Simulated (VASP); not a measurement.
Data:

```
AlNi
1.0
    2.85971     0.00000     0.00000
    0.00000     2.85971     0.00000
    0.00000     0.00000     2.85971
Al Ni
1 1
Direct
  0.50000   0.50000   0.50000
  0.00000   0.00000   0.00000
```

The numbers are results of LDA (Ceperley-Alder, Perdew-Zunger), VASP's LDA PAW potentials (set 64) (plane waves; VASP 6.6.1), not measurements. Numerical set-up: 400 eV cut-off, 11×11×11 Γ-centred mesh, first-order Methfessel-Paxton smearing of 0.10 eV, potentials Al Ni.

Energy and stress use the plane-wave basis of the starting cell.

**Question.** The ions, cell shape and volume are relaxed. Give the cell that the relaxation ends in.

**Answer.** 
```
AlNi
1.0
    2.83404     0.00000     0.00000
    0.00000     2.83404     0.00000
    0.00000     0.00000     2.83404
Al Ni
1 1
Direct
  0.50000   0.50000   0.50000
  0.00000   0.00000   0.00000
```
Space group Pm-3m (221), at a tolerance of 0.03 Å.

**Question.** How do energy and volume change from the first to the last step?

**Answer.** The energy (σ→0) changes by -4.7 meV/atom and the volume by -2.7 %, in 3 ionic steps.

The structure comes from a computed database's AlNi entry (Pm-3m); how it stands against other phases isn't given here. This run relaxes it. Symmetry was kept, so distortions that lower it aren't found. The run is not spin-polarised, so no magnetic state was tried. The electron count is odd and the run is not spin-polarised, which forces a metal.
